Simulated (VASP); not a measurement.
An input for Quantum ESPRESSO's pw.x (written as the equivalent of a VASP run, and not itself run):

```
&CONTROL
  calculation = 'scf'
  pseudo_dir = './pseudo'
  outdir = './out'
  tprnfor = .true.
  tstress = .true.
/
&SYSTEM
  ibrav = 0
  nat = 4
  ntyp = 2
  ecutwfc = 88
  occupations = 'smearing'
  smearing = 'gaussian'
  degauss = 0.003675
  input_dft = 'pbe'
/
&ELECTRONS
  conv_thr = 7.3e-08
  electron_maxstep = 100
/
ATOMIC_SPECIES
  Be 9.012 Be.upf
  Se 78.971 Se.upf
CELL_PARAMETERS angstrom
     3.7315220    0.0000000    0.0000000
     0.0000000    3.7315220    0.0000000
     0.0000000    0.0000000    4.7020280
ATOMIC_POSITIONS crystal
  Be   0.5000000  0.0000000  0.2368000
  Be   0.0000000  0.5000000  0.7632000
  Se   0.0000000  0.0000000  0.0000000
  Se   0.5000000  0.5000000  0.0000000
K_POINTS automatic
  5 5 4 0 0 0
```

Q: Translate this input to VASP (INCAR, KPOINTS, POSCAR, choice of POTCAR).

A: This is not unique; one that fits is 
### KPOINTS
```
Automatic mesh
0
Gamma
5 5 4
0 0 0
```

### INCAR
```
LCHARG = F
LWAVE = F
GGA = PE   # PBE
SIGMA = 0.05   # width (eV)
LREAL = F
ISIF = 2
SYSTEM = BeSe
NELM = 100   # most electronic steps
ISMEAR = 0   # Gaussian
EDIFF = 1E-6   # SCF stop (eV)
ENCUT = 400   # plane-wave cut-off (eV)
LMAXMIX = 4   # l cut-off of mixed one-centre charges
PREC = Accurate
LASPH = T   # aspherical one-centre terms
ALGO = Normal   # blocked Davidson
```

### POSCAR
```
BeSe
9.4040560
  0.3967992109   0.0000000000   0.0000000000
  0.0000000000   0.3967992109   0.0000000000
  0.0000000000   0.0000000000   0.5000000000
Be Se
2 2
Direct
  0.5000000000   0.0000000000   0.2368000000
  0.0000000000   0.5000000000   0.7632000000
  0.0000000000   0.0000000000   0.0000000000
  0.5000000000   0.5000000000   0.0000000000
```

POTCAR, in this order: Be Se (PBE.64 set). Program: vasp_std.

Limits of the translation: the potentials are each code's own (VASP's PAW set, PseudoDojo norm-conserving files in pw.x), so ENCUT and ecutwfc are chosen apart and not converted; conv_thr bounds pw.x's estimated SCF error, while EDIFF bounds the energy change between steps.

The structure was generated: BeSe was put into the litharge type (P4/nmm), which need not be its known phase. The cell was not relaxed at this level. The k-mesh is coarse (spacing up to 0.34 per Å, 2π included), so the numbers may not be converged in it.
